VASP 6.6.1, PBEsol with PAW PBE potentials (Ti_sv, Si), for non-spin-polarised TiSi2 (Fddd, 6-atom cell) at fixed geometry, with a 520 eV cutoff and Gaussian smearing of 0.02 eV. The sweep value is the k-point mesh; energies, extrapolated to zero smearing, and force misses are counted from the 12,12,12 mesh.

| sweep value | energy less tightest (meV/atom) | pressure (GPa) | force miss (eV/Å) |
| --- | --- | --- | --- |
| 2,2,2 | 0.910 | -3.316 | 0.605 |
| 3,3,3 | 24.870 | -1.431 | 0.063 |
| 4,4,4 | -9.450 | -1.982 | 0.062 |
| 5,5,5 | 4.510 | -1.849 | 0.064 |
| 7,7,7 | 2.090 | -1.850 | 0.015 |
| 8,8,8 | -0.700 | -1.819 | 0.005 |
| 10,10,10 | -0.280 | -1.817 | 0.009 |
| 12,12,12 | 0.000 | -1.831 | 0.000 |

In this metallic silicide the energy error falls from tens of meV/atom at three mesh points per direction to a few tenths at ten. Once the small error left in the densest mesh is allowed for, doubling the number of points per direction cuts it roughly eightfold. The coarsest mesh, 2,2,2, breaks the pattern: its energy lies only 0.9 meV/atom from that of the densest mesh, where the trend of the other rows would put it about 80 meV/atom away. Its pressure and forces are nevertheless the worst in the table. The energies compared here are extrapolated to zero smearing; with so small a smearing they should hardly differ from the free energies.

The regular part of the trend is what the Fermi level of a metal would be expected to give, though no separate run tests this cause. A mesh replaces an integral over electron wave vectors by a sum over $N$ points per direction. The error of that sum is made of the Fourier components of the integrand at distances $R = Na$ and beyond, where $a$ is a cell edge. In a metal, the contribution of a state to the band energy, counted from the Fermi level, shrinks to zero as the state reaches that level and stays zero above it, so the integrand has a kink there. A kink gives components that fall as $1/R^2$, and the curvature of the Fermi surface adds another factor $1/R$, because only small patches of the surface act in step. The size of the energy error should therefore shrink as $1/N^3$, while its sign may change from mesh to mesh.

A semiconductor treated in the same way would behave differently. Its bands are either full or empty, the integrand has no kink, and the error dies off exponentially. The smearing of 0.02 eV used here rounds the kink only slightly. With a rough Fermi velocity it would damp the error over distances of some hundreds of ångströms, whereas the densest mesh reaches about 60 Å.

From 3,3,3 to 10,10,10 the odd meshes lie above the 12,12,12 reference and the even ones below. A simple law for the energy relative to that reference is

$$\Delta E(N) = A\left(\frac{s_N}{N^3} + \frac{1}{12^3}\right),$$

with $s_N = +1$ for odd and $-1$ for even $N$. The second term removes the error of the reference itself. The alternation is read from the data; it may reflect how the meshes are centred or the shape of the Fermi surface, and neither has been tested.

A least-squares fit to the six meshes from 3,3,3 to 10,10,10 gives $A \approx 650$ meV/atom, with a typical misfit of 0.5 meV/atom. The worst case is 5,5,5, which the law puts about 1 meV/atom too high. An exponential law, fitted to the same rows with one more adjustable constant, matches the coarse meshes but falls too fast: at 10,10,10 it leaves only about a seventh of the computed difference. Both fits count absolute misfits, so the coarse meshes weigh most; an exponential made to follow the dense meshes more closely would do worse at 3,3,3. The numbers thus lean towards the slow decay of a metal, but six rows over so short a range neither fix the exponent nor rule out an exponential.

The mesh 2,2,2 was kept out of the fit, so the law can be used to size the break. For $N = 2$ it gives $650 \times (-1/8 + 1/1728) \approx -81$ meV/atom. The calculation gives $+0.9$ meV/atom, which has the opposite sign and is almost ninety times smaller. The law is meant for dense meshes, where only long-distance Fourier components, set by the Fermi level, are left in the error. With two points per direction components at short distances enter too, which also carry the ordinary shape of the bands, and contributions of opposite sign may happen to cancel in the energy. The part set by the Fermi level could also be small by itself here, because its oscillation need not follow the simple alternation down to so coarse a mesh. The runs do not separate these two possibilities.

The pressure shows that such close agreement belongs to this volume only. Pressure is minus the slope of energy with volume, so a pressure error tells how fast the energy error changes when the cell is strained. At 2,2,2 the pressure is off by about 1.5 GPa; multiplied by the volume per atom, this means a change of 1.3 meV/atom for each per cent of volume. That is more than the whole energy difference, which by this linear estimate would vanish in a cell only 0.7% smaller in volume. On none of the other meshes coarser than the reference does one per cent of volume shift the energy difference by as much as its own size. The shift at 2,2,2 is still small beside the 81 meV/atom of the law, so it shows that the match to within 1 meV/atom is accidental, not why the whole break arises.

The forces tell the same story for atomic positions. The force miss, counted from the 12,12,12 result, is 0.6 eV/Å at 2,2,2, about ten times that of the next mesh. Moving one atom by 0.01 Å along such a force would change the energy error by about 1 meV/atom. An energy that looks converged in one fixed geometry would therefore mislead as soon as the structure was relaxed.

Forces also converge less evenly than the energy on the better meshes. They depend on which states are filled, a step at the Fermi level rather than a kink, so theory allows their error to fall only as $1/N^2$. The force miss stays near 0.06 eV/Å from 3,3,3 to 5,5,5, and it is nearly twice as large at 10,10,10 as at 8,8,8, although misses this small may partly be the error of the 12,12,12 reference itself. For this metal a mesh is safely judged by energy, pressure and force together over several successive meshes, since a single small energy difference can come from a cancellation.
